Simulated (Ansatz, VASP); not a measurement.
# Cross-check of Al2O3 (Corundum) between VASP and Ansatz, part 2 of 3

One calculation is typed for both programs; each brings its own data sets. How far apart do they land? The cell is taken from a series of runs on this material, whose earlier steps may have relaxed, scaled, displaced or heated it; both programs get it as it stands.

VASP 6.6.1 and Ansatz 0.2.0.

So far: Set-up; VASP: zone-centre phonons, PBE.

## Step 2: VASP: zone-centre phonons, PBE (continued)

Level of this step: PBE; plane waves and PAW (Al, O) (VASP).

From OUTCAR (step 2):

```text
ion  position               nearest neighbor table
   1  0.352  0.352  0.352-   9 1.87   8 1.87  10 1.87   7 1.99   6 1.99   5 1.99   2 2.68   3 2.82
                             3 2.82   3 2.82   2 3.25   2 3.25   2 3.25
   2  0.148  0.148  0.148-  10 1.87   8 1.87   9 1.87   6 1.99   7 1.99   5 1.99   1 2.68   4 2.82
                             4 2.82   4 2.82   1 3.25   1 3.25   1 3.25
   3  0.648  0.648  0.648-   6 1.87   5 1.87   7 1.87  10 1.99   9 1.99   8 1.99   4 2.68   1 2.82
                             1 2.82   1 2.82   4 3.25   4 3.25   4 3.25
   4  0.852  0.852  0.852-   7 1.87   5 1.87   6 1.87   9 1.99  10 1.99   8 1.99   3 2.68   2 2.82
                             2 2.82   2 2.82   3 3.25   3 3.25   3 3.25
   5  0.556  0.944  0.250-   3 1.87   4 1.87   1 1.99   2 1.99
   6  0.250  0.556  0.944-   3 1.87   4 1.87   2 1.99   1 1.99
   7  0.944  0.250  0.556-   4 1.87   3 1.87   1 1.99   2 1.99
   8  0.444  0.056  0.750-   1 1.87   2 1.87   3 1.99   4 1.99
   9  0.750  0.444  0.056-   1 1.87   2 1.87   4 1.99   3 1.99
  10  0.056  0.750  0.444-   2 1.87   1 1.87   3 1.99   4 1.99

  LATTYP: Found a trigonal (rhomboedric) cell.
 ALAT       =     5.1803434245
 COS(alpha) =     0.5692946371

 Subroutine GETGRP returns: Found 12 space group operations
 (whereof  6 operations were pure point group operations)

The static configuration has the point symmetry S_6 .
 The point group associated with its full space group is D_3d.

 Found     32 irreducible k-points:

   k-points           NKPTS =     32   k-points in BZ     NKDIM =     32   number of bands    NBANDS=     34

   dimension x,y,z NGX =    42 NGY =   42 NGZ =   42
   dimension x,y,z NGXF=    84 NGYF=   84 NGZF=   84

   ENCUT  =  600.0 eV  44.10 Ry    6.64 a.u.  10.35 10.35 10.35*2*pi/ulx,y,z

   NELECT =      48.0000    total number of electrons

 k-points in reciprocal lattice and weights: Automatic mesh
   0.00000000  0.00000000  0.00000000       0.005
   0.16666667 -0.00000000  0.00000000       0.028
   0.33333333  0.00000000 -0.00000000       0.028
   0.50000000  0.00000000 -0.00000000       0.014
   0.16666667  0.16666667  0.00000000       0.028
   0.33333333  0.16666667  0.00000000       0.056
   0.50000000  0.16666667 -0.00000000       0.056
  -0.33333333  0.16666667  0.00000000       0.056
  -0.16666667  0.16666667  0.00000000       0.028
[...]
-0.33333333  0.50000000  0.33333333       0.028
   0.50000000  0.50000000  0.50000000       0.005

 average (electrostatic) potential at core
       1 -71.9079       2 -71.9079       3 -71.9079       4 -71.9079       5 -67.3597
       6 -67.3597       7 -67.3597       8 -67.3597       9 -67.3597      10 -67.3597

   2 f  =   21.456617 THz   134.815903 2PiTHz  715.715715 cm-1    88.737399 meV
             X         Y         Z           dx          dy          dz
      0.000000 -0.000000  4.620402    -0.077544    0.061914   -0.000000
      0.000000 -0.000000  1.940339     0.077544    0.061914   -0.000000
      0.000000 -0.000000  8.501079     0.077544   -0.061914    0.000000
      0.000000 -0.000000 11.181143    -0.077544   -0.061914    0.000000
     -0.931995  1.387948  7.654198     0.000001    0.413165   -0.336102
     -0.736000 -1.501105  7.654198     0.261671   -0.040067    0.168049
      1.667996  0.113158  7.654198    -0.261674   -0.040064    0.168052
      0.931995 -1.387948  5.467284    -0.000001   -0.413165    0.336102
      0.736000  1.501105  5.467284    -0.261671    0.040067   -0.168049
     -1.667996 -0.113158  5.467284     0.261674    0.040064   -0.168052

   3 f  =   21.456617 THz   134.815903 2PiTHz  715.715715 cm-1    88.737399 meV
             X         Y         Z           dx          dy          dz
      0.000000 -0.000000  4.620402     0.061914    0.077544   -0.000000
      0.000000 -0.000000  1.940339     0.061914   -0.077544    0.000000
      0.000000 -0.000000  8.501079    -0.061914   -0.077544    0.000000
      0.000000 -0.000000 11.181143    -0.061914    0.077544   -0.000000
     -0.931995  1.387948  7.654198    -0.191142    0.000002   -0.000002
     -0.736000 -1.501105  7.654198     0.262089    0.261672    0.291073
      1.667996  0.113158  7.654198     0.262087   -0.261673   -0.291072
      0.931995 -1.387948  5.467284     0.191142   -0.000002    0.000002
      0.736000  1.501105  5.467284    -0.262089   -0.261672   -0.291073
     -1.667996 -0.113158  5.467284    -0.262087    0.261673    0.291072

   4 f  =   19.913329 THz   125.119136 2PiTHz  664.237154 cm-1    82.354874 meV
             X         Y         Z           dx          dy          dz
      0.000000 -0.000000  4.620402     0.000000    0.000000   -0.198179
      0.000000 -0.000000  1.940339     0.000000   -0.000000    0.198179
      0.000000 -0.000000  8.501079     0.000000    0.000000   -0.198179
      0.000000 -0.000000 11.181143     0.000000   -0.000000    0.198179
     -0.931995  1.387948  7.654198     0.374811   -0.000000    0.000000
     -0.736000 -1.501105  7.654198    -0.187406    0.324596   -0.000000
      1.667996  0.113158  7.654198    -0.187406   -0.324596    0.000000
      0.931995 -1.387948  5.467284     0.374811    0.000000   -0.000000
      0.736000  1.501105  5.467284    -0.187406    0.324596   -0.000000
     -1.667996 -0.113158  5.467284    -0.187406   -0.324596    0.000000

   5 f  =   18.338739 THz   115.225696 2PiTHz  611.714491 cm-1    75.842897 meV
             X         Y         Z           dx          dy          dz
      0.000000 -0.000000  4.620402     0.000000    0.000000    0.069812
      0.000000 -0.000000  1.940339     0.000000   -0.000000   -0.069812
      0.000000 -0.000000  8.501079    -0.000000   -0.000000   -0.069812
      0.000000 -0.000000 11.181143    -0.000000    0.000000    0.069812
     -0.931995  1.387948  7.654198     0.404249   -0.000000    0.000000
     -0.736000 -1.501105  7.654198    -0.202125    0.350090    0.000000
      1.667996  0.113158  7.654198    -0.202125   -0.350090   -0.000000
      0.931995 -1.387948  5.467284    -0.404249   -0.000000    0.000000
      0.736000  1.501105  5.467284     0.202125   -0.350090   -0.000000
     -1.667996 -0.113158  5.467284     0.202125    0.350090    0.000000

   6 f  =   18.100376 THz   113.728014 2PiTHz  603.763542 cm-1    74.857105 meV
             X         Y         Z           dx          dy          dz
      0.000000 -0.000000  4.620402    -0.080476   -0.088283   -0.000000
      0.000000 -0.000000  1.940339    -0.080490    0.088269    0.000000
      0.000000 -0.000000  8.501079    -0.080476   -0.088283   -0.000000
      0.000000 -0.000000 11.181143    -0.080490    0.088269    0.000000
     -0.931995  1.387948  7.654198    -0.320460    0.000038    0.000000
     -0.736000 -1.501105  7.654198     0.264922    0.337944   -0.000499
      1.667996  0.113158  7.654198     0.264866   -0.337965    0.000499
      0.931995 -1.387948  5.467284    -0.320460    0.000038    0.000000
      0.736000  1.501105  5.467284     0.264922    0.337944   -0.000499
     -1.667996 -0.113158  5.467284     0.264866   -0.337965    0.000499

   7 f  =   18.100376 THz   113.728014 2PiTHz  603.763542 cm-1    74.857105 meV
             X         Y         Z           dx          dy          dz
      0.000000 -0.000000  4.620402     0.088283   -0.080476   -0.000000
      0.000000 -0.000000  1.940339    -0.088269   -0.080490   -0.000000
      0.000000 -0.000000  8.501079     0.088283   -0.080476   -0.000000
      0.000000 -0.000000 11.181143    -0.088269   -0.080490   -0.000000
     -0.931995  1.387948  7.654198     0.000027    0.460013    0.000576
     -0.736000 -1.501105  7.654198     0.337932   -0.125370   -0.000288
      1.667996  0.113158  7.654198    -0.337976   -0.125314   -0.000288
      0.931995 -1.387948  5.467284     0.000027    0.460013    0.000576
      0.736000  1.501105  5.467284     0.337932   -0.125370   -0.000288
     -1.667996 -0.113158  5.467284    -0.337976   -0.125314   -0.000288

   8 f  =   17.304141 THz   108.725124 2PiTHz  577.204010 cm-1    71.564144 meV
             X         Y         Z           dx          dy          dz
      0.000000 -0.000000  4.620402    -0.000000   -0.000000    0.459048
      0.000000 -0.000000  1.940339    -0.000000    0.000000   -0.459048
      0.000000 -0.000000  8.501079    -0.000000   -0.000000    0.459048
      0.000000 -0.000000 11.181143    -0.000000    0.000000   -0.459048
     -0.931995  1.387948  7.654198     0.161813   -0.000000    0.000000
     -0.736000 -1.501105  7.654198    -0.080906    0.140134    0.000000
      1.667996  0.113158  7.654198    -0.080906   -0.140134   -0.000000
      0.931995 -1.387948  5.467284     0.161813   -0.000000    0.000000
      0.736000  1.501105  5.467284    -0.080906    0.140134    0.000000
     -1.667996 -0.113158  5.467284    -0.080906   -0.140134   -0.000000

   9 f  =   16.553898 THz   104.011210 2PiTHz  552.178609 cm-1    68.461391 meV
             X         Y         Z           dx          dy          dz
      0.000000 -0.000000  4.620402    -0.000000    0.000000   -0.162031
      0.000000 -0.000000  1.940339     0.000000    0.000000   -0.162031
      0.000000 -0.000000  8.501079    -0.000000    0.000000   -0.162031
      0.000000 -0.000000 11.181143     0.000000    0.000000   -0.162031
     -0.931995  1.387948  7.654198    -0.000000   -0.359872    0.140201
     -0.736000 -1.501105  7.654198     0.311658    0.179936    0.140201
      1.667996  0.113158  7.654198    -0.311658    0.179936    0.140201
      0.931995 -1.387948  5.467284     0.000000   -0.359872    0.140201
      0.736000  1.501105  5.467284     0.311658    0.179936    0.140201
     -1.667996 -0.113158  5.467284    -0.311658    0.179936    0.140201
    [... 271 further lines ...]
      0.736000  1.501105  5.467284    -0.011320   -0.279900   -0.000022
     -1.667996 -0.113158  5.467284    -0.011447   -0.279905   -0.000019

 MACROSCOPIC STATIC DIELECTRIC TENSOR IONIC CONTRIBUTION
 ------------------------------------------------------
           6.752438    -0.000000    -0.000000
          -0.000000     6.752438    -0.000000
          -0.000000    -0.000000     9.101375
 ------------------------------------------------------

 ELASTIC MODULI CONTR FROM IONIC RELAXATION (kBar)
 Direction    XX          YY          ZZ          XY          YZ          ZX
 --------------------------------------------------------------------------------
 XX        -336.2097    151.8579    120.8410     -0.0000    127.5737      0.0000
 YY         151.8579   -336.2097    120.8410     -0.0000   -127.5737     -0.0000
 ZZ         120.8410    120.8410   -175.3959     -0.0000      0.0000      0.0000
 XY          -0.0000     -0.0000     -0.0000   -244.0442      0.0000    127.3815
 YZ         127.5737   -127.5737      0.0000      0.0000   -140.8563     -0.0000
 ZX           0.0000     -0.0000      0.0000    127.3815     -0.0000   -139.8211
 --------------------------------------------------------------------------------

 PIEZOELECTRIC TENSOR IONIC CONTR  for field in x, y, z        (C/m^2)
          XX          YY          ZZ          XY          YZ          ZX
  --------------------------------------------------------------------------------
  x    -0.00000     0.00000     0.00000     0.00000     0.00000    -0.00000
  y     0.00000    -0.00000    -0.00000    -0.00000     0.00000     0.00000
  z     0.00000    -0.00000     0.00000    -0.00000    -0.00000    -0.00000
```

(Continued in part 3 of 3.)

[Lines on the potential files, build, host, timing and source positions are cut from VASP's logs without a mark.]

[Logs are printed without paths, hosts, clocks, repeated set-up lines and the standing remarks that a program may print on its own settings, such as how far it seeks lower states.]

[Hosts, paths, dates, database ids (printed as entryN), source tags and the programs' standing remarks are cut or masked in the printed files.]
